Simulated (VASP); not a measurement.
## Sr2SiS4 (space group P2_1/m): computed properties

Computed with r2SCAN meta-GGA, VASP's PBE PAW potentials (set 64) (plane waves; VASP).

```
Quantity                                                                                                      Result
---------------------------------------------  ---------------------------------------------------------------------
space group                                                                                              P2_1/m (11)
cell                                           a = 6.6022 Å, b = 6.6617 Å, c = 8.2631 Å, α = γ = 90.00°, β = 108.27°
volume per atom                                                                                        24.65 Å³/atom
band gap (over mesh and band path)                                                                           3.40 eV
smallest direct gap (over mesh and band path)                                                                3.57 eV
band-edge character                                                                                indirect, Γ to Y2
density                                                                                                   3.19 g/cm³
```

Sr2S4Si is modelled in the monoclinic space group P2₁/m (No. 11), Pearson symbol mP14. Cell: a = 6.6022 Å, b = 6.6617 Å, c = 8.2631 Å, α = 90.00°, β = 108.27°, γ = 90.00°. Sr1 on 2e is surrounded by 6 S at 2.958–3.124 Å and 2 S at 3.505 Å and 1 S at 3.788 Å. Sr2 on 2e has 6 S at 3.038–3.159 Å and 2 S at 3.455 Å. Si on 2e sees 4 S at 2.117–2.126 Å (tetrahedral). S1 on 2e sees 1 Si at 2.118 Å and 2 Sr at 3.038–3.159 Å and 2 Sr at 3.505 Å and 1 Sr at 3.788 Å. S2 on 2e sees 1 Si at 2.126 Å and 2 Sr at 2.958–3.038 Å and 2 Sr at 3.455 Å. S3 on 4f sees 1 Si at 2.117 Å and 4 Sr at 3.016–3.124 Å (square pyramidal). (Neighbours: up to the widest gap in distance over summed covalent radii, below 1.35, at either atom; cation-cation and far metal-metal contacts left out.)

The structure comes from a computed database's Sr2SiS4 entry (P2_1/m); how it stands against other phases isn't given here. It was relaxed first. Symmetry was kept, so distortions that lower it aren't found.
